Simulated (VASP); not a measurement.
# Bi2Se3 (Paraguanajuatite): accuracy against cost in the plane-wave cutoff and PAW data sets, part 2 of 3

How sensitive are energy, pressure and forces of Bi2Se3 (Paraguanajuatite) to the plane-wave cutoff and PAW data sets? The series runs use PBE. The start is a cell from a database of measured crystal structures.

VASP 6.6.1, plane waves and PAW; the level of theory is named at each step.

Still holding for the runs below: Spin-orbit coupling is off here; with elements this heavy it splits and shifts levels by tenths of an eV or more.

So far. Step 6 (Plane-wave cutoff: ENCUT = 280): Against the run before the energy moves by -1.54 meV an atom and the pressure by +0.60 GPa, after 14 cycles in 8.8 s.

## Step 7: Plane-wave cutoff: ENCUT = 320

Level of this step: PBE; plane waves and PAW (Bi_d, Se) (VASP).

Contents of INCAR:

```
SYSTEM = Bi2Se3
PREC = Accurate
ENCUT = 320
EDIFF = 1E-06
NELM = 100
ISMEAR = -1
SIGMA = 0.05
LREAL = .FALSE.
ALGO = Normal
GGA = PE
NBANDS = 30
LORBIT = 11
LWAVE = .FALSE.
LCHARG = .FALSE.
KPAR = 4
ISIF = 2
```

Contents of POSCAR:

```
Bi2Se3
1.0
   -4.1430000000      0.0000000000      0.0000000000
    2.0715000000     -3.5879432479      0.0000000000
    2.0715000000      1.1959810826      9.5453333333
Bi Se
2 3
Direct
    0.8016000000      0.4008000000      0.2024000000
    0.1984000000      0.5992000000      0.7976000000
    0.0000000000      0.0000000000      0.0000000000
    0.4234000000      0.2117000000      0.6351000000
    0.5766000000      0.7883000000      0.3649000000
```

Contents of KPOINTS:

```
Automatic mesh
0
Gamma
7 7 7
0 0 0
```

PAW data sets: Bi_d and Se (PBE family, release 64).

The run is started by

```
$ mpirun -np 4 vasp_std
```

Log:

```text
[... set-up lines as in an earlier step ...]
 entering main loop
       N       E                     dE             d eps       ncg     rms          rms(c)
DAV:   1     0.390933210115E+03    0.39093E+03   -0.17928E+04  2648   0.118E+03
DAV:   2     0.207290623912E+02   -0.37020E+03   -0.35747E+03  2922   0.350E+02
DAV:   3    -0.194470115147E+02   -0.40176E+02   -0.38525E+02  3410   0.132E+02
DAV:   4    -0.208953131295E+02   -0.14483E+01   -0.14411E+01  3126   0.269E+01
[...]
DAV:  12    -0.201471391825E+02   -0.29290E-04   -0.49884E-05  2884   0.349E-02    0.700E-03
DAV:  13    -0.201471410101E+02   -0.18276E-05   -0.44454E-06  2826   0.186E-02    0.423E-03
DAV:  14    -0.201471409806E+02    0.29515E-07   -0.85558E-07  1662   0.641E-03
   1 F= -.20147141E+02 E0= -.20147003E+02  d E =-.275462E-03
```

The job ended after 10 s (4 MPI ranks of Intel Xeon 6975P-C (Granite Rapids), shared host; peak memory 0.84 GiB).

OUTCAR, selected parts (step 7):

```text
  Total        1.9942549      1.9942549      2.0105775      0.0000000     -0.0000000     -0.0000000
  in kB       22.5185103     22.5185103     22.7028197      0.0000000     -0.0000000     -0.0000000
  external PRESSURE =      22.5799467 kB  Pullay stress =       0.0000000 kB

 POSITION                                       TOTAL-FORCE (eV/Angst)
 -----------------------------------------------------------------------------------
     -2.07150     -1.19598      1.93198         0.000000      0.000000     -0.175030
      2.07150     -1.19598      7.61336        -0.000000     -0.000000      0.175030
      0.00000      0.00000      0.00000         0.000000      0.000000      0.000000
      0.00000     -0.00000      6.06224         0.000000      0.000000     -0.179697
      0.00000     -2.39196      3.48309         0.000000     -0.000000      0.179697
 -----------------------------------------------------------------------------------
    total drift:                                0.000000      0.000000      0.000000

  FREE ENERGIE OF THE ION-ELECTRON SYSTEM (eV)
  ---------------------------------------------------
  free  energy   TOTEN  =       -20.1471409806 eV

  energy  without entropy=      -20.1468655184  energy(sigma->0) =      -20.14700325

[... 1 part as in an earlier step ...]

[... 2 further parts left out ...]
[key lines of the parts left out:]
E-fermi :   5.0770
```

Against the run before the energy moves by -0.21 meV an atom and the pressure by -0.23 GPa, after 14 cycles in 10 s.

## Step 8: Plane-wave cutoff: ENCUT = 390

Changes to INCAR since step 7:

```diff
@@ -2,3 +2,3 @@
 PREC = Accurate
-ENCUT = 320
+ENCUT = 390
 EDIFF = 1E-06
```

POSCAR is that of step 7.

KPOINTS is that of step 7.

The run is started by

```
$ mpirun -np 4 vasp_std
```

Log:

```text
[... set-up lines as in an earlier step ...]
 entering main loop
       N       E                     dE             d eps       ncg     rms          rms(c)
DAV:   1     0.423995738761E+03    0.42400E+03   -0.19832E+04  2640   0.136E+03
DAV:   2     0.273750433922E+02   -0.39662E+03   -0.38321E+03  2814   0.380E+02
DAV:   3    -0.190834849984E+02   -0.46459E+02   -0.44593E+02  3464   0.145E+02
DAV:   4    -0.208750219466E+02   -0.17915E+01   -0.17808E+01  3002   0.301E+01
[...]
DAV:  12    -0.201512961422E+02   -0.30398E-04   -0.51411E-05  2880   0.359E-02    0.727E-03
DAV:  13    -0.201512978447E+02   -0.17025E-05   -0.41972E-06  2846   0.179E-02    0.411E-03
DAV:  14    -0.201512978529E+02   -0.82600E-08   -0.91129E-07  1698   0.637E-03
   1 F= -.20151298E+02 E0= -.20151161E+02  d E =-.274658E-03
```

The job ended after 21 s (4 MPI ranks; peak memory 1.1 GiB; 77 s of CPU time).

Parts of OUTCAR (step 8):

```text
  Total        2.2039751      2.2039751      2.2213755      0.0000000     -0.0000000     -0.0000000
  in kB       24.8866057     24.8866057     25.0830859      0.0000000     -0.0000000     -0.0000000
  external PRESSURE =      24.9520991 kB  Pullay stress =       0.0000000 kB

 POSITION                                       TOTAL-FORCE (eV/Angst)
 -----------------------------------------------------------------------------------
     -2.07150     -1.19598      1.93198        -0.000000      0.000000     -0.176033
      2.07150     -1.19598      7.61336         0.000000     -0.000000      0.176033
      0.00000      0.00000      0.00000         0.000000     -0.000000      0.000000
      0.00000     -0.00000      6.06224         0.000000      0.000000     -0.179248
      0.00000     -2.39196      3.48309        -0.000000     -0.000000      0.179248
 -----------------------------------------------------------------------------------
    total drift:                                0.000000      0.000000      0.000000

  FREE ENERGIE OF THE ION-ELECTRON SYSTEM (eV)
  ---------------------------------------------------
  free  energy   TOTEN  =       -20.1512978529 eV

  energy  without entropy=      -20.1510231951  energy(sigma->0) =      -20.15116052

[... 1 part as in an earlier step ...]

[... 2 further parts left out ...]
[key lines of the parts left out:]
E-fermi :   5.0776
```

Against the run before the energy moves by -0.83 meV an atom and the pressure by +0.24 GPa, after 14 cycles in 21 s.

## Step 9: Plane-wave cutoff: ENCUT = 490

Changes to INCAR since step 8:

```diff
@@ -2,3 +2,3 @@
 PREC = Accurate
-ENCUT = 390
+ENCUT = 490
 EDIFF = 1E-06
```

POSCAR is that of step 8.

KPOINTS is that of step 8.

The run is started by

```
$ mpirun -np 4 vasp_std
```

Log:

```text
[... set-up lines as in an earlier step ...]
 entering main loop
       N       E                     dE             d eps       ncg     rms          rms(c)
DAV:   1     0.461900663827E+03    0.46190E+03   -0.22431E+04  2640   0.160E+03
DAV:   2     0.336091394066E+02   -0.42829E+03   -0.41494E+03  2758   0.417E+02
DAV:   3    -0.186152919702E+02   -0.52224E+02   -0.49559E+02  3462   0.154E+02
DAV:   4    -0.208631251432E+02   -0.22478E+01   -0.22289E+01  3070   0.328E+01
[...]
DAV:  12    -0.201528822242E+02   -0.29814E-04   -0.51520E-05  2936   0.364E-02    0.749E-03
DAV:  13    -0.201528839050E+02   -0.16808E-05   -0.44300E-06  2818   0.183E-02    0.408E-03
DAV:  14    -0.201528839169E+02   -0.11932E-07   -0.92366E-07  1716   0.651E-03
   1 F= -.20152884E+02 E0= -.20152747E+02  d E =-.274505E-03
```

It took 23 s on 4 MPI ranks; peak memory 1.2 GiB; 90 s of CPU time.

Parts of OUTCAR (step 9):

```text
  Total        2.2759855      2.2759855      2.2933791      0.0000000     -0.0000000     -0.0000000
  in kB       25.6997247     25.6997247     25.8961283      0.0000000     -0.0000000     -0.0000000
  external PRESSURE =      25.7651926 kB  Pullay stress =       0.0000000 kB

 POSITION                                       TOTAL-FORCE (eV/Angst)
 -----------------------------------------------------------------------------------
     -2.07150     -1.19598      1.93198         0.000000      0.000000     -0.176979
      2.07150     -1.19598      7.61336        -0.000000     -0.000000      0.176979
      0.00000      0.00000      0.00000         0.000000     -0.000000     -0.000000
      0.00000     -0.00000      6.06224         0.000000      0.000000     -0.179599
      0.00000     -2.39196      3.48309        -0.000000     -0.000000      0.179599
 -----------------------------------------------------------------------------------
    total drift:                                0.000000      0.000000      0.000000

  FREE ENERGIE OF THE ION-ELECTRON SYSTEM (eV)
  ---------------------------------------------------
  free  energy   TOTEN  =       -20.1528839169 eV

  energy  without entropy=      -20.1526094117  energy(sigma->0) =      -20.15274666

[... 1 part as in an earlier step ...]

[... 2 further parts left out ...]
[key lines of the parts left out:]
E-fermi :   5.0776
```

Against the run before the energy moves by -0.32 meV an atom and the pressure by +0.08 GPa, after 14 cycles in 23 s.

## Step 10: The plane-wave cutoff series as a table

This step: convergence of PBE results with the cutoff; plane waves and PAW (VASP 6.6.1).

This step runs nothing: it gathers the runs above.

Differences are taken from the run with ENCUT = 490. Results of the series, by row:

```csv
setting,status,energy less the reference (meV/atom),pressure (GPa),largest force difference (meV/Å),gap (eV),SCF cycles,wall time (s)
ENCUT = 150,converged,2413,-143.6,39.03,0.2195,14,6.8
ENCUT = 180,converged,290.7,-32.17,27.55,0.218,13,5.6
ENCUT = 220,converged,16.15,-0.9831,8.021,0.214,14,8.6
ENCUT = 240,converged,2.894,1.893,4.182,0.2135,14,8.4
ENCUT = 280,converged,1.358,2.491,2.454,0.2134,14,8.8
ENCUT = 320,converged,1.149,2.258,1.949,0.214,14,10.4
ENCUT = 390,converged,0.3172,2.495,0.946,0.2145,14,21
ENCUT = 490,converged,0,2.577,0,0.2146,14,23
```

## Step 11: PAW data sets: minimal 64: Bi Se

This step: PBE; plane waves and PAW (Bi, Se) (VASP 6.6.1).

Data sets differ in which electrons are valence and how hard the partial waves are.

Changes to INCAR since step 9:

```diff
@@ -2,3 +2,3 @@
 PREC = Accurate
-ENCUT = 490
+ENCUT = 400
 EDIFF = 1E-06
@@ -10,3 +10,3 @@
 GGA = PE
-NBANDS = 30
+NBANDS = 20
 LORBIT = 11
```

POSCAR is that of step 9.

KPOINTS is that of step 9.

PAW data sets: Bi and Se (PBE family, release 64).

The run is started by

```
$ mpirun -np 4 vasp_std
```

Log:

```text
[... set-up lines as in an earlier step ...]
 entering main loop
       N       E                     dE             d eps       ncg     rms          rms(c)
DAV:   1     0.118266104115E+03    0.11827E+03   -0.93959E+03  1760   0.936E+02
DAV:   2    -0.106100344520E+02   -0.12888E+03   -0.12536E+03  2440   0.159E+02
DAV:   3    -0.207211948841E+02   -0.10111E+02   -0.10002E+02  2136   0.493E+01
DAV:   4    -0.209458876323E+02   -0.22469E+00   -0.22434E+00  2468   0.779E+00
DAV:   5    -0.209481427865E+02   -0.22552E-02   -0.22548E-02  2196   0.696E-01    0.669E+00
DAV:   6    -0.201411058799E+02    0.80704E+00   -0.19668E+00  1840   0.620E+00    0.374E+00
DAV:   7    -0.201422122965E+02   -0.11064E-02   -0.41918E-01  2012   0.324E+00    0.233E+00
DAV:   8    -0.201504852234E+02   -0.82729E-02   -0.56045E-02  2100   0.118E+00    0.775E-01
DAV:   9    -0.201502406688E+02    0.24455E-03   -0.49154E-03  2316   0.536E-01    0.198E-01
DAV:  10    -0.201504100890E+02   -0.16942E-03   -0.21426E-03  1924   0.269E-01    0.966E-02
DAV:  11    -0.201503963330E+02    0.13756E-04   -0.29008E-04  2092   0.942E-02    0.479E-02
DAV:  12    -0.201504176831E+02   -0.21350E-04   -0.65256E-05  1924   0.492E-02    0.121E-02
DAV:  13    -0.201504193030E+02   -0.16199E-05   -0.58409E-06  1960   0.123E-02    0.695E-03
DAV:  14    -0.201504212376E+02   -0.19346E-05   -0.23150E-06  1656   0.880E-03    0.221E-03
DAV:  15    -0.201504209731E+02    0.26449E-06   -0.33742E-07  1040   0.337E-03
   1 F= -.20150421E+02 E0= -.20150281E+02  d E =-.280157E-03
```

Run time: 11 s. Hardware: 4 MPI ranks; peak memory 1 GiB.

Parts of OUTCAR (step 11):

```text
   k-points           NKPTS =     44   k-points in BZ     NKDIM =     44   number of bands    NBANDS=     20

   ENCUT  =  400.0 eV  29.40 Ry    5.42 a.u.   6.76  6.76 16.05*2*pi/ulx,y,z

   NELECT =      28.0000    total number of electrons

 E-fermi :   4.5310

 k-point     1 :       0.0000    0.0000    0.0000
  band No.  band energies     occupation
    ...
     10       2.5466      2.00000
     11       2.5466      2.00000
     12       3.2075      2.00000
     13       3.2075      2.00000
     14       4.4238      1.79044
     15       4.6359      0.21877
     16       5.8165      0.00000
     17       5.8165      0.00000
     18       6.5471      0.00000
     19       7.1373      0.00000
    ...

  Total        2.2382823      2.2382823      2.2464477     -0.0000000     -0.0000000     -0.0000000
  in kB       25.2739917     25.2739917     25.3661931     -0.0000000     -0.0000000     -0.0000000
  external PRESSURE =      25.3047255 kB  Pullay stress =       0.0000000 kB

 POSITION                                       TOTAL-FORCE (eV/Angst)
 -----------------------------------------------------------------------------------
     -2.07150     -1.19598      1.93198         0.000000      0.000000     -0.202548
      2.07150     -1.19598      7.61336        -0.000000     -0.000000      0.202548
      0.00000      0.00000      0.00000         0.000000     -0.000000      0.000000
      0.00000     -0.00000      6.06224        -0.000000      0.000000     -0.187196
      0.00000     -2.39196      3.48309         0.000000     -0.000000      0.187196
 -----------------------------------------------------------------------------------
    total drift:                                0.000000      0.000000      0.000000

  FREE ENERGIE OF THE ION-ELECTRON SYSTEM (eV)
  ---------------------------------------------------
  free  energy   TOTEN  =       -20.1504209731 eV

  energy  without entropy=      -20.1501408160  energy(sigma->0) =      -20.15028089

[... 4 parts as in an earlier step ...]

[... 11 further parts left out ...]
```

The data set Bi keeps the semicore shell frozen, which is cheaper and a little less accurate.

Numbers from this step:

| Property | Result |
| --- | --- |
| SCF cycles | 15 |
| electrons | 28 |
| bands | 20 |
| Fermi energy | 4.531 eV |
| pressure | 2.530 GPa |
| gap on the k-mesh | 0.2121 eV |
| least direct gap on the k-mesh | 0.2121 eV |

The series starts at -4.0301 eV an atom and 2.53 GPa, after 15 cycles in 11 s.

## Step 12: PAW data sets: recommended 64: Bi d Se

This step: PBE; plane waves and PAW (Bi_d, Se) (VASP 6.6.1).

Changes to INCAR since step 11:

```diff
@@ -10,3 +10,3 @@
 GGA = PE
-NBANDS = 20
+NBANDS = 30
 LORBIT = 11
```

POSCAR is that of step 11.

KPOINTS is that of step 11.

The projector-augmented-wave data sets are Bi_d and Se (PBE family, release 64).

The run is started by

```
$ mpirun -np 4 vasp_std
```

Log:

```text
[... set-up lines as in an earlier step ...]
 entering main loop
       N       E                     dE             d eps       ncg     rms          rms(c)
DAV:   1     0.426635580796E+03    0.42664E+03   -0.20160E+04  2640   0.138E+03
DAV:   2     0.289059406978E+02   -0.39773E+03   -0.38424E+03  2778   0.381E+02
DAV:   3    -0.188969620530E+02   -0.47803E+02   -0.45242E+02  3476   0.145E+02
DAV:   4    -0.208682661531E+02   -0.19713E+01   -0.19533E+01  2996   0.308E+01
[...]
DAV:  12    -0.201520757833E+02   -0.30164E-04   -0.51676E-05  2906   0.360E-02    0.737E-03
DAV:  13    -0.201520774730E+02   -0.16897E-05   -0.43146E-06  2824   0.180E-02    0.415E-03
DAV:  14    -0.201520774838E+02   -0.10749E-07   -0.94668E-07  1692   0.655E-03
   1 F= -.20152077E+02 E0= -.20151940E+02  d E =-.274630E-03
```

Run time: 15 s. Hardware: 4 MPI ranks; peak memory 1.1 GiB; 59 s of CPU time.

From OUTCAR (step 12):

```text
  Total        2.2342601      2.2342601      2.2520574     -0.0000000     -0.0000000     -0.0000000
  in kB       25.2285741     25.2285742     25.4295366     -0.0000000     -0.0000000     -0.0000000
  external PRESSURE =      25.2955616 kB  Pullay stress =       0.0000000 kB

 POSITION                                       TOTAL-FORCE (eV/Angst)
 -----------------------------------------------------------------------------------
     -2.07150     -1.19598      1.93198         0.000000      0.000000     -0.176023
      2.07150     -1.19598      7.61336        -0.000000     -0.000000      0.176023
      0.00000      0.00000      0.00000        -0.000000      0.000000      0.000000
      0.00000     -0.00000      6.06224        -0.000000      0.000000     -0.179311
      0.00000     -2.39196      3.48309         0.000000     -0.000000      0.179311
 -----------------------------------------------------------------------------------
    total drift:                                0.000000      0.000000      0.000000

  FREE ENERGIE OF THE ION-ELECTRON SYSTEM (eV)
  ---------------------------------------------------
  free  energy   TOTEN  =       -20.1520774838 eV

  energy  without entropy=      -20.1518028535  energy(sigma->0) =      -20.15194017

[... 2 parts as in an earlier step ...]

[... 1 further part left out ...]
[key lines of the parts left out:]
E-fermi :   5.0776
```

With 48 valence electrons the pressure is 2.53 GPa, -0.00 GPa from the first of the series, after 14 cycles in 15 s.

[end of part 2 of 3]

[Lines on the potential files, build, host, timing and source positions are cut from VASP's logs without a mark.]

[Logs are printed without paths, hosts, clocks, repeated set-up lines and the standing remarks that a program may print on its own settings, such as how far it seeks lower states.]

[Hosts, paths, dates, database ids (printed as entryN), source tags and the programs' standing remarks are cut or masked in the printed files.]

[A measured line is paired with the nearest computed mode of its activity, which favours agreement.]
